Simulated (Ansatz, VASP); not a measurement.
# TaSb: VASP beside Ansatz

Aim: how closely do two programs agree when they are given the same cell, functional and k mesh? The cell is generated by rule, not measured, and may not be a known phase. The cell is taken from a series of runs on this material, whose earlier steps may have relaxed, scaled, displaced or heated it; both programs get it as it stands. Other levels of theory on this material are compared in a session of their own.

Method: plane waves, with VASP 6.6.1 beside it; PBEsol, in Ansatz 0.2.0.

The structure was built from a prototype and need not be the compound's stable phase.

## 1. The starting structure

It takes space group P-6m2 (No. 187, hexagonal). Conventional cell: a = 3.542 Å, b = 3.542 Å, c = 3.774 Å, α = 90.00°, β = 90.00°, γ = 120.00°. Ta has 6 Sb at 2.78 Å nearest. Nearest to Sb lie 6 Ta at 2.78 Å. Farther neighbours are not listed.

Structure file:

```xyz
2
Lattice="3.5421 0.0000 0.0000 -1.7711 3.0675 0.0000 0.0000 0.0000 3.7738" Properties=species:S:1:pos:R:3 pbc="T T T"
Ta    0.0000    2.0450    1.8869
Sb    3.5421    0.0000    0.0000
```

## 2. VASP: zone-centre phonons, PBEsol

Second derivatives magnify differences that forces hide, and they need a tight electronic threshold.

Lines of VASP's logs that name or quote its potential files are left out, and so is its time.

INCAR

```
SYSTEM = TaSb
PREC = Accurate
ENCUT = 500
EDIFF = 1E-08
NELM = 120
ISMEAR = 1
SIGMA = 0.15
LREAL = .FALSE.
ALGO = Normal
GGA = PS
NBANDS = 14
LASPH = .TRUE.
LORBIT = 11
LWAVE = .FALSE.
LCHARG = .FALSE.
ISIF = 2
IBRION = 8
GGA_COMPAT = .FALSE.
KPAR = 2
```

POSCAR

```
TaSb
1.0
    3.5421008014      0.0000000000      0.0000000000
   -1.7710504007      3.0675492768      0.0000000000
    0.0000000000      0.0000000000      3.7738482582
Ta Sb
1 1
Direct
    0.3333333333      0.6666666667      0.5000000000
    1.0000000000      0.0000000000      0.0000000000
```

KPOINTS

```
Automatic mesh
0
Gamma
12 12 12
0 0 0
```

The projector-augmented-wave data sets are Ta_pv and Sb (PBE family, release 64).

Launch:

```sh
mpirun -np 2 vasp_std
```

Numbers of over 12 decimals in the logs are rounded to 6 here.

Output:

```text
[banner, memory and clock lines left out]
running    2 mpi-ranks, on    1 nodes
 distrk:  each k-point on    1 cores,    2 groups
 distr:  one band on    1 cores,    1 groups

 POSCAR found type information on POSCAR TaSb
 POSCAR found :  2 types and       2 ions
|                                                                             |
|               ----> ADVICE to this user running VASP <----                  |
|                                                                             |
|     You enforced a specific xc type in the INCAR file but a different       |
|     [... a line on the potential file left out ...]
|     I HOPE YOU KNOW WHAT YOU ARE DOING!                                     |
|                                                                             |

 LDA part: xc-table for (Slater+PW92), standard interpolation
 POSCAR, INCAR and KPOINTS ok, starting setup
 FFT: planning ... GRIDC
 FFT: planning ... GRID_SOFT
 FFT: planning ... GRID
 WAVECAR not read
 entering main loop
       N       E                     dE             d eps       ncg     rms          rms(c)
DAV:   1     0.875450205840E+02    0.87545E+02   -0.77830E+03  3724   0.999E+02
DAV:   2    -0.152784374420E+02   -0.10282E+03   -0.98285E+02  4810   0.261E+02
DAV:   3    -0.178150427491E+02   -0.25366E+01   -0.25007E+01  4498   0.390E+01
DAV:   4    -0.178399185307E+02   -0.24876E-01   -0.24869E-01  4288   0.439E+00
DAV:   5    -0.178403703302E+02   -0.45180E-03   -0.45180E-03  4524   0.592E-01    0.130E+01
DAV:   6    -0.171504498537E+02    0.68992E+00   -0.12047E+00  4078   0.968E+00    0.537E+00
DAV:   7    -0.170998437884E+02    0.50606E-01   -0.12264E-01  4576   0.272E+00    0.228E+00
DAV:   8    -0.170886722957E+02    0.11171E-01   -0.15296E-02  3934   0.741E-01    0.142E-01
DAV:   9    -0.170884756512E+02    0.19664E-03   -0.11797E-03  4150   0.231E-01    0.753E-02
DAV:  10    -0.170884488374E+02    0.26814E-04   -0.10060E-04  4560   0.986E-02    0.190E-02
DAV:  11    -0.170884487763E+02    0.61072E-07   -0.51611E-06  4084   0.200E-02    0.780E-03
DAV:  12    -0.170884481310E+02    0.64530E-06   -0.63268E-07  4528   0.645E-03    0.178E-03
DAV:  13    -0.170884479416E+02    0.18940E-06   -0.26460E-08  3980   0.127E-03    0.326E-04
DAV:  14    -0.170884478695E+02    0.72117E-07   -0.34559E-09  2042   0.605E-04    0.769E-05
DAV:  15    -0.170884478787E+02   -0.92159E-08   -0.27001E-10  1964   0.172E-04
   1 F= -.17088448E+02 E0= -.17088490E+02  d E =0.125547E-03
 Linear response reoptimize wavefunctions to high precision
DAV:   1    -0.170884478799E+02   -0.11280E-08   -0.39825E-11  2066   0.638E-05
DAV:   2    -0.170884478799E+02   -0.26375E-10   -0.68449E-12  1922   0.255E-05
 Linear response DOF=           4
 Linear response progress:
  Degree of freedom:   1/  4
       N       E                     dE             d eps       ncg     rms          rms(c)
RMM:   1    -0.138923613379E+00   -0.13892E+00    0.13884E+01 14710   0.290E+01
RMM:   2    -0.172065862853E+00   -0.33142E-01   -0.37071E-02 22561   0.174E+00    0.102E-01
RMM:   3    -0.171274169134E+00    0.79169E-03   -0.21051E-03 27083   0.318E-01    0.518E-02
RMM:   4    -0.170671308128E+00    0.60286E-03   -0.28450E-04 29037   0.117E-01    0.249E-02
RMM:   5    -0.170446745250E+00    0.22456E-03   -0.27672E-05 28190   0.292E-02    0.552E-03
RMM:   6    -0.170404018172E+00    0.42727E-04   -0.14541E-04 29418   0.108E-02    0.105E-03
RMM:   7    -0.170404610910E+00   -0.59274E-06   -0.10959E-04 30541   0.444E-03    0.536E-04
RMM:   8    -0.170405091229E+00   -0.48032E-06   -0.63808E-05 30987   0.193E-03    0.139E-04
RMM:   9    -0.170406292089E+00   -0.12009E-05   -0.35005E-05 29493   0.884E-04    0.468E-05
RMM:  10    -0.170406652679E+00   -0.36059E-06   -0.17772E-05 30252   0.458E-04    0.137E-05
RMM:  11    -0.170406672523E+00   -0.19844E-07   -0.93385E-06 32757   0.231E-04    0.378E-06
RMM:  12    -0.170406671111E+00    0.14120E-08   -0.49803E-06 31903   0.123E-04    0.312E-06
RMM:  13    -0.170406694073E+00   -0.22962E-07   -0.27748E-06 29732   0.702E-05    0.239E-06
RMM:  14    -0.170406735725E+00   -0.41652E-07   -0.15095E-06 27795   0.430E-05    0.200E-06
RMM:  15    -0.170406713887E+00    0.21838E-07   -0.84469E-07 23695   0.257E-05    0.175E-06
RMM:  16    -0.170406717614E+00   -0.37263E-08   -0.47938E-07 12450   0.151E-05    0.161E-06
RMM:  17    -0.170406717740E+00   -0.12616E-09   -0.27827E-07  9989   0.965E-06    0.173E-06
 first order change of Fermi-energy  -0.16488E-03
 force on displaced ion       1 direction 1 : -10.050   0.000   0.000
 Linear response progress:
  Degree of freedom:   2/  4
       N       E                     dE             d eps       ncg     rms          rms(c)
RMM:   1    -0.152292116588E+00   -0.15229E+00    0.13542E+01  5570   0.290E+01
RMM:   2    -0.186574092597E+00   -0.34282E-01   -0.36227E-02  8401   0.172E+00    0.105E-01
RMM:   3    -0.186368169236E+00    0.20592E-03   -0.17317E-03  9906   0.288E-01    0.550E-02
RMM:   4    -0.186034770578E+00    0.33340E-03   -0.24386E-04  9970   0.107E-01    0.154E-02
RMM:   5    -0.185949414000E+00    0.85357E-04   -0.17582E-05 10199   0.238E-02    0.853E-03
RMM:   6    -0.185861250243E+00    0.88164E-04   -0.41454E-05 10012   0.882E-03    0.501E-04
RMM:   7    -0.185861836275E+00   -0.58603E-06   -0.42850E-05 10910   0.283E-03    0.399E-04
RMM:   8    -0.185866821311E+00   -0.49850E-05   -0.24009E-05 10304   0.114E-03    0.692E-05
RMM:   9    -0.185866059032E+00    0.76228E-06   -0.13089E-05 10795   0.500E-04    0.190E-05
RMM:  10    -0.185865846293E+00    0.21274E-06   -0.69238E-06 11373   0.250E-04    0.185E-05
RMM:  11    -0.185865922970E+00   -0.76677E-07   -0.38613E-06 10499   0.138E-04    0.431E-06
RMM:  12    -0.185865944498E+00   -0.21527E-07   -0.20528E-06 10915   0.793E-05    0.342E-06
RMM:  13    -0.185865985002E+00   -0.40505E-07   -0.11362E-06 10142   0.480E-05    0.105E-06
RMM:  14    -0.185865989085E+00   -0.40830E-08   -0.60991E-07  7947   0.282E-05    0.458E-07
RMM:  15    -0.185865989394E+00   -0.30904E-09   -0.35207E-07  3794   0.178E-05    0.663E-07
RMM:  16    -0.185865985483E+00    0.39114E-08   -0.19463E-07  3760   0.116E-05    0.136E-06
RMM:  17    -0.185865986891E+00   -0.14077E-08   -0.11150E-07  2901   0.779E-06    0.132E-06
RMM:  18    -0.185865991429E+00   -0.45377E-08   -0.61749E-08  3281   0.570E-06    0.979E-07
 first order change of Fermi-energy   0.98552E-03
 force on displaced ion       1 direction 3 :  -0.000   0.000 -12.109
 Linear response progress:
  Degree of freedom:   3/  4
       N       E                     dE             d eps       ncg     rms          rms(c)
RMM:   1    -0.252113311715E-01   -0.25211E-01   -0.23254E-02 29879   0.148E+00
RMM:   2    -0.223241549737E-01    0.28872E-02   -0.26988E-03 25336   0.296E-01    0.649E-02
RMM:   3    -0.223373167817E-01   -0.13162E-04   -0.11341E-04 24171   0.686E-02    0.373E-02
RMM:   4    -0.223902102807E-01   -0.52893E-04   -0.25845E-05 25449   0.322E-02    0.821E-03
RMM:   5    -0.223901894476E-01    0.20833E-07   -0.17317E-06 25931   0.830E-03    0.169E-03
RMM:   6    -0.223877749094E-01    0.24145E-05   -0.93157E-08 27525   0.205E-03    0.979E-04
RMM:   7    -0.223868296493E-01    0.94526E-06   -0.85467E-09 26571   0.650E-04    0.233E-04
RMM:   8    -0.223871969598E-01   -0.36731E-06   -0.83309E-09 27437   0.226E-04    0.164E-04
RMM:   9    -0.223870961878E-01    0.10077E-06   -0.66484E-11 25990   0.796E-05    0.266E-05
RMM:  10    -0.223870927413E-01    0.34464E-08   -0.25929E-10 28006   0.324E-05    0.309E-05
 first order change of Fermi-energy   0.19178E-04
 force on displaced ion       2 direction 1 : -10.047   0.000   0.000
 Linear response progress:
  Degree of freedom:   4/  4
       N       E                     dE             d eps       ncg     rms          rms(c)
RMM:   1    -0.311498967329E-01   -0.31150E-01    0.79947E-03 10847   0.170E+00
RMM:   2    -0.285604943424E-01    0.25894E-02   -0.31358E-03  9419   0.314E-01    0.106E-01
RMM:   3    -0.285698819226E-01   -0.93876E-05   -0.57890E-04  9046   0.136E-01    0.537E-02
RMM:   4    -0.287917810771E-01   -0.22190E-03   -0.12893E-04  9448   0.617E-02    0.186E-02
RMM:   5    -0.288622507283E-01   -0.70470E-04   -0.10883E-05  9246   0.247E-02    0.339E-03
RMM:   6    -0.288611693080E-01    0.10814E-05   -0.37312E-07  9184   0.593E-03    0.179E-03
RMM:   7    -0.288572775485E-01    0.38918E-05   -0.20518E-07  9358   0.266E-03    0.219E-04
RMM:   8    -0.288588378069E-01   -0.15603E-05    0.29825E-09  9960   0.909E-04    0.165E-04
RMM:   9    -0.288584621104E-01    0.37570E-06   -0.70934E-10  9555   0.296E-04    0.238E-05
RMM:  10    -0.288584725535E-01   -0.10443E-07   -0.26636E-10 10188   0.793E-05    0.745E-06
RMM:  11    -0.288584535211E-01    0.19032E-07   -0.11235E-09  9931   0.248E-05    0.276E-06
RMM:  12    -0.288584632765E-01   -0.97554E-08    0.35244E-10 10086   0.103E-05    0.956E-07
 first order change of Fermi-energy  -0.59569E-03
 force on displaced ion       2 direction 3 :  -0.000   0.000 -12.103
 Linear response finished
```

Parts of OUTCAR (step 2):

```text
ion  position               nearest neighbor table
   1  0.333  0.667  0.500-   2 2.78   2 2.78   2 2.78   2 2.78   2 2.78   2 2.78
   2  0.000  0.000  0.000-   1 2.78   1 2.78   1 2.78   1 2.78   1 2.78   1 2.78

  LATTYP: Found a hexagonal cell.
 ALAT       =     3.5421008014
 C/A-ratio  =     1.0654265561

 Subroutine GETGRP returns: Found 12 space group operations
 (whereof 12 operations were pure point group operations)

The static configuration has the point symmetry D_3h.

 Found    133 irreducible k-points:

   k-points           NKPTS =    133   k-points in BZ     NKDIM =    133   number of bands    NBANDS=     14

   dimension x,y,z NGX =    28 NGY =   28 NGZ =   28
   dimension x,y,z NGXF=    56 NGYF=   56 NGZF=   56

   ENCUT  =  500.0 eV  36.75 Ry    6.06 a.u.   6.46  6.46  6.88*2*pi/ulx,y,z

   NELECT =      16.0000    total number of electrons

 k-points in reciprocal lattice and weights: Automatic mesh
   0.00000000  0.00000000  0.00000000       0.001
   0.08333333  0.00000000  0.00000000       0.003
   0.16666667  0.00000000  0.00000000       0.003
   0.25000000  0.00000000  0.00000000       0.003
   0.33333333 -0.00000000  0.00000000       0.003
   0.41666667  0.00000000  0.00000000       0.003
   0.50000000  0.00000000  0.00000000       0.002
   0.08333333  0.08333333  0.00000000       0.003
   0.16666667  0.08333333  0.00000000       0.007
[...]
0.33333333  0.25000000  0.50000000       0.007
   0.33333333  0.33333333  0.50000000       0.001

 average (electrostatic) potential at core
       1 -34.5208       2 -83.7785

  Total        0.0582553      0.0582553      0.0999047      0.0000000      0.0000000     -0.0000000
  in kB        2.2761944      2.2761944      3.9035494      0.0000000      0.0000000     -0.0000000
  external PRESSURE =       2.8186461 kB  Pullay stress =       0.0000000 kB

  energy-cutoff  :      500.00
  volume of cell :       41.01
      direct lattice vectors                 reciprocal lattice vectors
     3.542100801  0.000000000  0.000000000     0.282318335  0.162996567  0.000000000
    -1.771050401  3.067549277  0.000000000     0.000000000  0.325993133  0.000000000
     0.000000000  0.000000000  3.773848258     0.000000000  0.000000000  0.264981507

 POSITION                                       TOTAL-FORCE (eV/Angst)
 -----------------------------------------------------------------------------------
     -0.00000      2.04503      1.88692        -0.000000      0.000000      0.000000
      0.00000      0.00000      0.00000         0.000000      0.000000      0.000000
 -----------------------------------------------------------------------------------
    total drift:                                0.000000     -0.000000     -0.000000

 Eigenvectors and eigenvalues of the dynamical matrix
 ----------------------------------------------------

   1 f  =    6.375888 THz    40.060888 2PiTHz  212.676743 cm-1    26.368544 meV
             X         Y         Z           dx          dy          dz
     -0.000000  2.045033  1.886924    -0.000000    0.000000   -0.634296
      0.000000  0.000000  0.000000     0.000000    0.000000    0.773090

   2 f  =    5.808789 THz    36.497697 2PiTHz  193.760343 cm-1    24.023210 meV
             X         Y         Z           dx          dy          dz
     -0.000000  2.045033  1.886924     0.000000   -0.634257    0.000000
      0.000000  0.000000  0.000000    -0.000000    0.773122    0.000000

   3 f  =    5.808789 THz    36.497697 2PiTHz  193.760343 cm-1    24.023210 meV
             X         Y         Z           dx          dy          dz
     -0.000000  2.045033  1.886924    -0.634257   -0.000000    0.000000
      0.000000  0.000000  0.000000     0.773122    0.000000    0.000000

   4 f/i=    0.000389 THz     0.002444 2PiTHz    0.012975 cm-1     0.001609 meV
             X         Y         Z           dx          dy          dz
     -0.000000  2.045033  1.886924     0.000000   -0.773122    0.000000
      0.000000  0.000000  0.000000     0.000000   -0.634257    0.000000

   5 f/i=    0.000389 THz     0.002444 2PiTHz    0.012975 cm-1     0.001609 meV
             X         Y         Z           dx          dy          dz
     -0.000000  2.045033  1.886924     0.773122    0.000000    0.000000
      0.000000  0.000000  0.000000     0.634257    0.000000    0.000000

   6 f/i=    0.000748 THz     0.004699 2PiTHz    0.024947 cm-1     0.003093 meV
             X         Y         Z           dx          dy          dz
     -0.000000  2.045033  1.886924     0.000000    0.000000    0.773090
      0.000000  0.000000  0.000000    -0.000000    0.000000    0.634296

 ELASTIC MODULI CONTR FROM IONIC RELAXATION (kBar)
 Direction    XX          YY          ZZ          XY          YZ          ZX
 --------------------------------------------------------------------------------
 XX        -206.6589    206.6589      0.0000     -0.0000      0.0000      0.0000
 YY         206.6589   -206.6589      0.0000      0.0000      0.0000      0.0000
 ZZ           0.0000      0.0000      0.0000      0.0000      0.0000      0.0000
 XY          -0.0000      0.0000      0.0000   -206.6589      0.0000      0.0000
 YZ           0.0000      0.0000      0.0000      0.0000      0.0000      0.0000
 ZX           0.0000      0.0000      0.0000      0.0000      0.0000      0.0000
 --------------------------------------------------------------------------------
```

(Continued in part 2 of 2.)

[Lines on the potential files, build, host, timing and source positions are cut from VASP's logs without a mark.]

[Logs are printed without paths, hosts, clocks, repeated set-up lines and the standing remarks that a program may print on its own settings, such as how far it seeks lower states.]

[Hosts, paths, dates, database ids (printed as entryN), source tags and the programs' standing remarks are cut or masked in the printed files.]
